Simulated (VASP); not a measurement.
Output of a VASP run:

OSZICAR:
```
       N       E                     dE             d eps       ncg     rms          rms(c)
DAV:   1     0.935718389487E+02    0.93572E+02   -0.12900E+04  4984   0.250E+03
DAV:   2    -0.148495175946E+01   -0.95057E+02   -0.93522E+02  4880   0.307E+02
DAV:   3    -0.407716035201E+01   -0.25922E+01   -0.25884E+01  5848   0.628E+01
DAV:   4    -0.408404896602E+01   -0.68886E-02   -0.68884E-02  5816   0.315E+00
DAV:   5    -0.408405843810E+01   -0.94721E-05   -0.94722E-05  5768   0.970E-02    0.610E+00
DAV:   6    -0.375367105557E+01    0.33039E+00   -0.14117E+00  5032   0.285E+01    0.415E+00
DAV:   7    -0.372721521253E+01    0.26456E-01   -0.54012E-02  6056   0.456E+00    0.204E+00
DAV:   8    -0.371608159117E+01    0.11134E-01   -0.29973E-03  7024   0.927E-01    0.547E-02
DAV:   9    -0.371604309215E+01    0.38499E-04   -0.25744E-04  6568   0.222E-01    0.257E-02
DAV:  10    -0.371604497487E+01   -0.18827E-05   -0.15643E-05  5928   0.430E-02    0.217E-03
DAV:  11    -0.371604502155E+01   -0.46678E-07   -0.83153E-07  5752   0.119E-02
   1 F= -.37160450E+01 E0= -.37160151E+01  d E =-.371605E+01
       N       E                     dE             d eps       ncg     rms          rms(c)
DAV:   1    -0.374970884444E+01   -0.33664E-01   -0.60418E-01  5696   0.756E+00    0.106E+00
DAV:   2    -0.373038755744E+01    0.19321E-01   -0.18827E-02  5312   0.275E+00    0.633E-01
DAV:   3    -0.372022009187E+01    0.10167E-01   -0.13201E-02  6824   0.217E+00    0.785E-02
DAV:   4    -0.372032015296E+01   -0.10006E-03   -0.14224E-03  5224   0.442E-01    0.457E-02
DAV:   5    -0.372031355174E+01    0.66012E-05   -0.14885E-05  5744   0.849E-02    0.592E-03
DAV:   6    -0.372031268271E+01    0.86903E-06   -0.13005E-06  6248   0.213E-02    0.159E-03
DAV:   7    -0.372031269842E+01   -0.15710E-07   -0.21593E-07  3736   0.592E-03
   2 F= -.37203127E+01 E0= -.37203598E+01  d E =-.426768E-02
       N       E                     dE             d eps       ncg     rms          rms(c)
DAV:   1    -0.373562455893E+01   -0.15312E-01   -0.29284E-01  5696   0.526E+00    0.738E-01
DAV:   2    -0.372610830549E+01    0.95163E-02   -0.91592E-03  5288   0.193E+00    0.441E-01
DAV:   3    -0.372112047511E+01    0.49878E-02   -0.65516E-03  6832   0.151E+00    0.549E-02
DAV:   4    -0.372116837217E+01   -0.47897E-04   -0.69308E-04  5120   0.309E-01    0.312E-02
DAV:   5    -0.372116516639E+01    0.32058E-05   -0.65165E-06  5768   0.628E-02    0.363E-03
DAV:   6    -0.372116482945E+01    0.33694E-06   -0.51864E-07  5088   0.130E-02    0.117E-03
DAV:   7    -0.372116483911E+01   -0.96566E-08   -0.16124E-07  3352   0.566E-03
   3 F= -.37211648E+01 E0= -.37210821E+01  d E =-.511982E-02
```

### OUTCAR
```
------------------------ aborting loop because EDIFF is reached ----------------------------------------
  FORCE on cell =-STRESS in cart. coord.  units (eV):
  Direction    XX          YY          ZZ          XY          YZ          ZX
  --------------------------------------------------------------------------------------
  Total        1.3188681      1.3188687      1.3206561      0.0000000      0.0000000     -0.0000000
  in kB       83.1886969     83.1887288     83.3014713      0.0000000      0.0000000     -0.0000000
  external PRESSURE =      83.2262990 kB  Pullay stress =       0.0000000 kB
  volume of cell :       25.40
      direct lattice vectors                 reciprocal lattice vectors
     1.267048950 -2.194593578  0.000000000     0.394617745 -0.227832618 -0.000000000
     1.267048950  2.194593578  0.000000000     0.394617745  0.227832618 -0.000000000
     0.000000000  0.000000000  4.567411568     0.000000000  0.000000000  0.218942389
 POSITION                                       TOTAL-FORCE (eV/Angst)
 -----------------------------------------------------------------------------------
      1.26705      0.73153      1.14185        -0.000000      0.000000      0.000000
      1.26705     -0.73153      3.42556         0.000000     -0.000000      0.000000
 -----------------------------------------------------------------------------------
    total drift:                               -0.000012      0.000055      0.000004
  FREE ENERGIE OF THE ION-ELECTRON SYSTEM (eV)
  ---------------------------------------------------
  free  energy   TOTEN  =        -3.7211648391 eV

  energy  without entropy=       -3.7209166223  energy(sigma->0) =       -3.72108210

 reached required accuracy - stopping structural energy minimisation
```
(Selected blocks of OUTCAR.)

File POSCAR:
```
Zn
1
    1.2772457842    -2.2122549830     0.0000000000
    1.2772457842     2.2122549830     0.0000000000
    0.0000000000     0.0000000000     4.4947752915
Zn
2
Direct
  0.3333330000   0.6666670000   0.2500000000
  0.6666670000   0.3333330000   0.7500000000
```

Q: Reconstruct the remaining input files.

A: This is not unique; one that fits is the input of the run itself, LDA (Ceperley-Alder, Perdew-Zunger), plane waves, VASP's LDA PAW potentials (set 64).

KPOINTS:
```
Automatic mesh
0
Gamma
16 16 8
0 0 0
```

**INCAR**
```
SYSTEM = Zn
PREC = Accurate; ENCUT = 520; LREAL = .FALSE.
LASPH = .TRUE.
EDIFF = 1E-7; NELM = 100; ALGO = Normal
LMAXMIX = 4
ISMEAR = 1; SIGMA = 0.1
IBRION = 2; NSW = 30; ISIF = 4
EDIFFG = -0.01
LWAVE = .FALSE.; LCHARG = .FALSE.
```

POTCAR, in this order: Zn (LDA.64 set). Program: vasp_std.

The compound is Zn in the hcp structure. This cell is one point of a volume scan, at 0.94 of the reference volume. Symmetry was kept, so distortions that lower it aren't found.
